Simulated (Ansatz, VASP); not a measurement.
# Ge10H (H-terminated Ge(111)): VASP beside Ansatz

Aim: how closely do two programs agree when they are given the same cell, functional and k mesh? The structure shown is the end of the VASP relaxation below.

Method: plane waves, with VASP 6.6.1 beside it; single point at PBE, in Ansatz 0.2.0.

**1. The starting structure**

The cell holds 22 atoms: 20 Ge and 2 H. Cell: a = 4.092 Å, b = 4.092 Å, c = 50.028 Å, α = 90.0°, β = 90.0°, γ = 60.0°. It derives from Ge. As first built, before any earlier steps moved the atoms (in the runner's words): 20 layers of Ge at this functional's lattice, H on top and H below. Vacuum lies along c.

**2. VASP: relaxation, PBE**

This run makes the geometry at which the two programs are then compared.

Lines of VASP's logs that name or quote its potential files are left out, and so is its time.

File INCAR:

```
SYSTEM = Ge10H
PREC = Normal
ENCUT = 320
EDIFF = 1E-05
NELM = 120
ISMEAR = 0
SIGMA = 0.03
LREAL = Auto
ALGO = Fast
GGA = PE
NBANDS = 63
LORBIT = 11
LWAVE = .FALSE.
LCHARG = .FALSE.
KPAR = 4
LASPH = .TRUE.
IBRION = 2
NSW = 60
ISIF = 2
EDIFFG = -0.03
POTIM = 0.4
MAXMIX = 40
IDIPOL = 3
LDIPOL = .TRUE.
DIPOL = 0.5 0.5 0.5
```

File POSCAR:

```
Ge10H
1.0
    4.0923085305      0.0000000000      0.0000000000
    2.0461542652      3.5440431475      0.0000000000
    0.0000000000      0.0000000000     50.0275422898
Ge H
20 2
Direct
    0.6666666700      0.6666666700      0.1910947400
    0.0000000000      0.0000000000      0.2077923200
    0.0000000000      0.0000000000      0.2578850600
    0.3333333300      0.3333333300      0.2745826500
    0.3333333300      0.3333333300      0.3246753900
    0.6666666700      0.6666666700      0.3413729700
    0.6666666700      0.6666666700      0.3914657200
    0.0000000000      0.0000000000      0.4081633000
    0.0000000000      0.0000000000      0.4582560500
    0.3333333300      0.3333333300      0.4749536300
    0.3333333300      0.3333333300      0.5250463700
    0.6666666700      0.6666666700      0.5417439500
    0.6666666700      0.6666666700      0.5918367000
    0.0000000000      0.0000000000      0.6085342800
    0.0000000000      0.0000000000      0.6586270300
    0.3333333300      0.3333333300      0.6753246100
    0.3333333300      0.3333333300      0.7254173500
    0.6666666700      0.6666666700      0.7421149400
    0.6666666700      0.6666666700      0.7922076800
    0.0000000000      0.0000000000      0.8089052600
    0.6666666700      0.6666666700      0.1599119100
    0.0000000000      0.0000000000      0.8400880900
```

File KPOINTS:

```
Automatic mesh
0
Gamma
9 9 1
0 0 0
```

Potentials, in the order of the species: Ge and H (PBE family, release 64).

The run is started by

```bash
$ mpirun -np 4 vasp_std
```

Numbers of over 12 decimals in the logs are rounded to 6 here.

Log:

```text
[banner, memory and clock lines left out]
running    4 mpi-ranks, on    1 nodes
 distrk:  each k-point on    1 cores,    4 groups
 distr:  one band on    1 cores,    1 groups

 POSCAR found type information on POSCAR GeH
 POSCAR found :  2 types and      22 ions
 LDA part: xc-table for (Slater+PW92), standard interpolation
|                                                                             |
|           W    W    AA    RRRRR   N    N  II  N    N   GGGG   !!!           |
|           W    W   A  A   R    R  NN   N  II  NN   N  G    G  !!!           |
|           W    W  A    A  R    R  N N  N  II  N N  N  G       !!!           |
|           W WW W  AAAAAA  RRRRR   N  N N  II  N  N N  G  GGG   !            |
|           WW  WW  A    A  R   R   N   NN  II  N   NN  G    G                |
|           W    W  A    A  R    R  N    N  II  N    N   GGGG   !!!           |
|                                                                             |
|     One of the lattice vectors is very long (>50 A), but AMIN is rather     |
|     large. This can spoil convergence since charge sloshing might occur     |
|     along the long lattice vector. If problems with convergence are         |
|     observed, try to decrease AMIN to a smaller value (e.g. 0.01).          |
|     Note: This warning only applies if the self-consistency cycle is        |
|     used.                                                                   |
|                                                                             |

 POSCAR, INCAR and KPOINTS ok, starting setup
 FFT: planning ... GRIDC
 FFT: planning ... GRID_SOFT
 FFT: planning ... GRID
 WAVECAR not read
 entering main loop
       N       E                     dE             d eps       ncg     rms          rms(c)
DAV:   1     0.288516532623E+03    0.28852E+03   -0.21371E+04  1512   0.685E+02
DAV:   2    -0.642684883318E+02   -0.35279E+03   -0.33552E+03  1989   0.143E+02
DAV:   3    -0.961360608163E+02   -0.31868E+02   -0.31200E+02  1888   0.448E+01
DAV:   4    -0.971484629175E+02   -0.10124E+01   -0.10046E+01  2056   0.834E+00
DAV:   5    -0.971763064662E+02   -0.27844E-01   -0.27814E-01  1961   0.132E+00    0.978E+00
RMM:   6    -0.964126048897E+02    0.76370E+00   -0.38651E-01  1512   0.153E+00    0.588E+00
RMM:   7    -0.960451137304E+02    0.36749E+00   -0.10276E+00  1519   0.267E+00    0.659E-01
RMM:   8    -0.960428591175E+02    0.22546E-02   -0.78222E-02  1539   0.894E-01    0.464E-01
RMM:   9    -0.960345285264E+02    0.83306E-02   -0.28960E-02  1567   0.435E-01    0.174E-01
RMM:  10    -0.960336077690E+02    0.92076E-03   -0.63655E-03  1604   0.200E-01    0.936E-02
RMM:  11    -0.960335946496E+02    0.13119E-04   -0.20051E-03  1524   0.115E-01    0.330E-02
RMM:  12    -0.960336480699E+02   -0.53420E-04   -0.74531E-04  1584   0.647E-02    0.220E-02
RMM:  13    -0.960340038357E+02   -0.35577E-03   -0.31539E-04  1531   0.385E-02    0.124E-02
RMM:  14    -0.960342743783E+02   -0.27054E-03   -0.10742E-04  1357   0.221E-02    0.779E-03
RMM:  15    -0.960345737040E+02   -0.29933E-03   -0.83265E-05  1238   0.165E-02    0.347E-03
RMM:  16    -0.960346753172E+02   -0.10161E-03   -0.16955E-05  1102   0.857E-03    0.198E-03
RMM:  17    -0.960347389161E+02   -0.63599E-04   -0.76204E-06  1008   0.523E-03    0.143E-03
RMM:  18    -0.960347587451E+02   -0.19829E-04   -0.18134E-06   747   0.294E-03    0.682E-04
RMM:  19    -0.960347675285E+02   -0.87835E-05   -0.80022E-07   646   0.235E-03
   1 F= -.96034768E+02 E0= -.96034535E+02  d E =-.960348E+02
[... from here on, the cycles between the ionic steps are left out ...]
   2 F= -.96044809E+02 E0= -.96044583E+02  d E =-.100411E-01
   3 F= -.96044833E+02 E0= -.96044607E+02  d E =-.100650E-01
   4 F= -.96046934E+02 E0= -.96046709E+02  d E =-.210177E-02
   5 F= -.96049031E+02 E0= -.96048807E+02  d E =-.419862E-02
   6 F= -.96049626E+02 E0= -.96049402E+02  d E =-.594493E-03
   7 F= -.96049656E+02 E0= -.96049432E+02  d E =-.625064E-03
   8 F= -.96050302E+02 E0= -.96050079E+02  d E =-.645760E-03
   9 F= -.96049827E+02 E0= -.96049606E+02  d E =-.170412E-03
  10 F= -.96050614E+02 E0= -.96050392E+02  d E =-.957498E-03
  11 F= -.96050956E+02 E0= -.96050734E+02  d E =-.342030E-03
  12 F= -.96051193E+02 E0= -.96050973E+02  d E =-.579643E-03
 curvature:  -3.38 expect dE=-0.128E-02 dE for cont linesearch -0.999E-05
 trial: gam= 0.22233 g(F)=  0.378E-03 g(S)=  0.000E+00 ort = 0.634E-04 (trialstep = 0.119E+01)
 search vector abs. value=  0.473E-03
 bond charge predicted
       N       E                     dE             d eps       ncg     rms          rms(c)
DAV:   1    -0.960514584005E+02   -0.26573E-03   -0.74702E-03  1699   0.277E-01    0.291E-02
RMM:   2    -0.960514537144E+02    0.46860E-05   -0.27606E-04  1503   0.462E-02    0.942E-03
RMM:   3    -0.960514748974E+02   -0.21183E-04   -0.34089E-05  1187   0.176E-02    0.485E-03
RMM:   4    -0.960514755503E+02   -0.65291E-06   -0.65190E-06   933   0.724E-03
  13 F= -.96051476E+02 E0= -.96051255E+02  d E =-.282218E-03
 trial-energy change:   -0.000282  1 .order   -0.000282   -0.000467   -0.000097
 step:   1.5049(harm=  1.5049)  dis= 0.00372  next Energy=   -96.051488 (dE=-0.295E-03)
 reached required accuracy - stopping structural energy minimisation
```

Parts of OUTCAR (step 2):

```text
ion  position               nearest neighbor table
   1  0.667  0.667  0.191-  21 1.56   2 2.51   2 2.51   2 2.51
   2  0.000  0.000  0.208-   3 2.51   1 2.51   1 2.51   1 2.51
   3  0.000  0.000  0.258-   2 2.51   4 2.51   4 2.51   4 2.51
   4  0.333  0.333  0.275-   5 2.51   3 2.51   3 2.51   3 2.51
   5  0.333  0.333  0.325-   4 2.51   6 2.51   6 2.51   6 2.51
   6  0.667  0.667  0.341-   5 2.51   5 2.51   5 2.51   7 2.51
   7  0.667  0.667  0.391-   8 2.51   8 2.51   8 2.51   6 2.51
   8  0.000  0.000  0.408-   7 2.51   7 2.51   7 2.51   9 2.51
   9  0.000  0.000  0.458-  10 2.51  10 2.51  10 2.51   8 2.51
  10  0.333  0.333  0.475-  11 2.51   9 2.51   9 2.51   9 2.51
  11  0.333  0.333  0.525-  10 2.51  12 2.51  12 2.51  12 2.51
  12  0.667  0.667  0.542-  11 2.51  11 2.51  11 2.51  13 2.51
  13  0.667  0.667  0.592-  14 2.51  14 2.51  14 2.51  12 2.51
  14  0.000  0.000  0.609-  13 2.51  13 2.51  13 2.51  15 2.51
  15  0.000  0.000  0.659-  16 2.51  16 2.51  16 2.51  14 2.51
  16  0.333  0.333  0.675-  17 2.51  15 2.51  15 2.51  15 2.51
  17  0.333  0.333  0.725-  16 2.51  18 2.51  18 2.51  18 2.51
  18  0.667  0.667  0.742-  19 2.51  17 2.51  17 2.51  17 2.51
  19  0.667  0.667  0.792-  18 2.51  20 2.51  20 2.51  20 2.51
  20  0.000  0.000  0.809-  22 1.56  19 2.51  19 2.51  19 2.51
  21  0.667  0.667  0.160-   1 1.56
  22  0.000  0.000  0.840-  20 1.56

  LATTYP: Found a hexagonal cell.
 ALAT       =     4.0923085304
 C/A-ratio  =    12.2247728678

 Subroutine GETGRP returns: Found 12 space group operations
 (whereof  6 operations were pure point group operations)

The static configuration has the point symmetry C_3v.
 The point group associated with its full space group is D_3d.

 Found     12 irreducible k-points:

   k-points           NKPTS =     12   k-points in BZ     NKDIM =     12   number of bands    NBANDS=     63

   dimension x,y,z NGX =    18 NGY =   18 NGZ =  224
   dimension x,y,z NGXF=    36 NGYF=   36 NGZF=  448

   ENCUT  =  320.0 eV  23.52 Ry    4.85 a.u.   5.97  5.97 72.97*2*pi/ulx,y,z

   NELECT =      82.0000    total number of electrons

 k-points in reciprocal lattice and weights: Automatic mesh
   0.00000000  0.00000000  0.00000000       0.012
   0.11111111 -0.00000000  0.00000000       0.074
   0.22222222 -0.00000000  0.00000000       0.074
   0.33333333  0.00000000  0.00000000       0.074
   0.44444444 -0.00000000  0.00000000       0.074
   0.22222222  0.11111111  0.00000000       0.074
   0.33333333  0.11111111  0.00000000       0.148
   0.44444444  0.11111111  0.00000000       0.148
  -0.44444444  0.11111111  0.00000000       0.074
   0.44444444  0.22222222  0.00000000       0.074
  -0.44444444  0.22222222  0.00000000       0.148
  -0.33333333  0.33333333  0.00000000       0.025

 dipolmoment           0.000000      0.000000      0.000000 electrons x Angstroem

 average (electrostatic) potential at core
       1 -35.8761       2 -35.9254       3 -35.9477       4 -35.9577       5 -35.9625
       6 -35.9668       7 -35.9817       8 -35.9833       9 -35.9886      10 -35.9892
      11 -35.9892      12 -35.9886      13 -35.9833      14 -35.9817      15 -35.9668
      16 -35.9625      17 -35.9577      18 -35.9477      19 -35.9254      20 -35.8761
      21 -36.1984      22 -36.1984

 E-fermi :   0.7127

 k-point     1 :       0.0000    0.0000    0.0000
  band No.  band energies     occupation
    ...
     38       0.5912      2.00000
     39       0.6093      2.00000
     40       0.6093      2.00000
     41       0.7132      0.98205
     42       0.7132      0.98203
     43       0.7572      0.03592
     44       0.8212      0.00000
     45       0.8919      0.00000
     46       1.0001      0.00000
     47       1.1216      0.00000
    ...

 k-point     2 :       0.1111   -0.0000    0.0000
  band No.  band energies     occupation
    ...
     37       0.0308      2.00000
     38       0.2341      2.00000
     39       0.3281      2.00000
     40       0.4109      2.00000
     41       0.5172      2.00000
     42       1.6407      0.00000
     43       1.8167      0.00000
     44       1.8769      0.00000
     45       1.9314      0.00000
     46       1.9867      0.00000
    ...

 k-point     3 :       0.2222   -0.0000    0.0000
  band No.  band energies     occupation
    ...
     37      -0.4335      2.00000
     38      -0.2187      2.00000
     39      -0.0996      2.00000
     40      -0.0347      2.00000
     41       0.0754      2.00000
     42       1.4777      0.00000
     43       1.9149      0.00000
     44       2.0050      0.00000
     45       2.1805      0.00000
     46       2.2445      0.00000
    ...

  Total       -0.8279924     -0.8279924     -1.2483341      0.0000000      0.0000000     -0.0000000
  in kB       -1.8283544     -1.8283544     -2.7565437      0.0000000      0.0000000     -0.0000000
  external PRESSURE =      -2.1377508 kB  Pullay stress =       0.0000000 kB

  energy-cutoff  :      320.00
  volume of cell :      725.57
      direct lattice vectors                 reciprocal lattice vectors
     4.092308531  0.000000000  0.000000000     0.244360852 -0.141081804  0.000000000
     2.046154265  3.544043148  0.000000000     0.000000000  0.282163608  0.000000000
     0.000000000  0.000000000 50.027542290     0.000000000  0.000000000  0.019988989

 POSITION                                       TOTAL-FORCE (eV/Angst)
 -----------------------------------------------------------------------------------
      4.09231      2.36270      9.59972        -0.000000     -0.000000      0.024688
      0.00000      0.00000     10.39211        -0.000000      0.000000     -0.006672
      0.00000      0.00000     12.88840        -0.000000     -0.000000      0.007306
      2.04615      1.18135     13.72581         0.000000      0.000000      0.018842
      2.04615      1.18135     16.23378         0.000000     -0.000000      0.018170
      4.09231      2.36270     17.07460        -0.000000      0.000000     -0.001003
      4.09231      2.36270     19.58415         0.000000      0.000000     -0.007021
      0.00000      0.00000     20.42113         0.000000      0.000000     -0.005924
      0.00000      0.00000     22.92517        -0.000000      0.000000     -0.003343
      2.04615      1.18135     23.76180         0.000000      0.000000     -0.003775
      2.04615      1.18135     26.26575        -0.000000      0.000000      0.003775
      4.09231      2.36270     27.10238         0.000000     -0.000000      0.003343
      4.09231      2.36270     29.60641         0.000000     -0.000000      0.005924
      4.09231      0.00000     30.44340        -0.000000      0.000000      0.007021
      0.00000      0.00000     32.95294         0.000000     -0.000000      0.001003
      2.04615      1.18135     33.79377         0.000000      0.000000     -0.018170
      2.04615      1.18135     36.30174         0.000000     -0.000000     -0.018842
      4.09231      2.36270     37.13914         0.000000      0.000000     -0.007306
      4.09231      2.36270     39.63543         0.000000     -0.000000      0.006672
      0.00000      0.00000     40.42782         0.000000      0.000000     -0.024688
      4.09231      2.36270      8.02790         0.000000      0.000000      0.000596
      0.00000      0.00000     41.99964         0.000000      0.000000     -0.000596
 -----------------------------------------------------------------------------------
    total drift:                               -0.000003     -0.000002     -0.000006

  FREE ENERGIE OF THE ION-ELECTRON SYSTEM (eV)
  ---------------------------------------------------
  free  energy   TOTEN  =       -96.0514755503 eV

  energy  without entropy=      -96.0510345926  energy(sigma->0) =      -96.05125507

 reached required accuracy - stopping structural energy minimisation

 vacuum level on the upper side and lower side of the slab         4.887         4.887

 total charge
# of ion       s       p       d       tot
------------------------------------------
    1        1.112   1.272   0.066   2.451
    2        1.126   1.221   0.053   2.400
    3        1.132   1.202   0.053   2.388
    4        1.135   1.195   0.053   2.383
    5        1.136   1.193   0.053   2.382
    6        1.137   1.192   0.053   2.382
    7        1.137   1.193   0.053   2.383
    8        1.137   1.194   0.053   2.385
    9        1.137   1.195   0.053   2.385
   10        1.137   1.194   0.053   2.385
   11        1.137   1.194   0.053   2.385
   12        1.137   1.195   0.053   2.385
   13        1.137   1.194   0.053   2.385
   14        1.137   1.193   0.053   2.383
   15        1.137   1.192   0.053   2.382
   16        1.136   1.193   0.053   2.382
   17        1.135   1.195   0.053   2.383
   18        1.132   1.202   0.053   2.388
   19        1.126   1.221   0.053   2.400
   20        1.112   1.272   0.066   2.451
   21        0.530   0.010   0.000   0.540
   22        0.530   0.010   0.000   0.540
--------------------------------------------------
tot         23.714  24.125   1.086  48.925

[... 3 further parts left out ...]
```

The data set Ge keeps the semicore shell frozen, which is cheaper and a little less accurate. The run keeps the 12 symmetry operations of its start, so it cannot find a distortion of lower symmetry.

[end of part 1 of 2]

[Lines on the potential files, build, host, timing and source positions are cut from VASP's logs without a mark.]

[Logs are printed without paths, hosts, clocks, repeated set-up lines and the standing remarks that a program may print on its own settings, such as how far it seeks lower states.]

[Hosts, paths, dates, database ids (printed as entryN), source tags and the programs' standing remarks are cut or masked in the printed files.]
